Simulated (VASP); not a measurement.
TiP (relaxed from the CsCl type structure, space group Pm-3m): computed properties

Computed with PBEsol GGA, VASP's PBE PAW potentials (set 64) (plane waves; VASP).

```yaml
space_group: Pm-3m (221)
cell: a = b = c = 3.0372 Å, α = β = γ = 90.00°
volume_per_atom: 14.01 Å³/atom
band gap (over mesh and band path): none (metal, semimetal or under 0.01 eV)
density: 4.67 g/cm³
```

```
CELL_PARAMETERS angstrom
      3.03724     0.00000     0.00000
      0.00000     3.03724     0.00000
      0.00000     0.00000     3.03724
ATOMIC_POSITIONS crystal
  Ti 0.00000 0.00000 0.00000
  P  0.50000 0.50000 0.50000
```

The structure was generated: TiP was put into the CsCl type type (Pm-3m), which need not be its known phase. It was relaxed first, which changed the volume by -33 %. Symmetry was kept, so distortions that lower it aren't found. The electron count is odd and the run is not spin-polarised, which forces a metal.
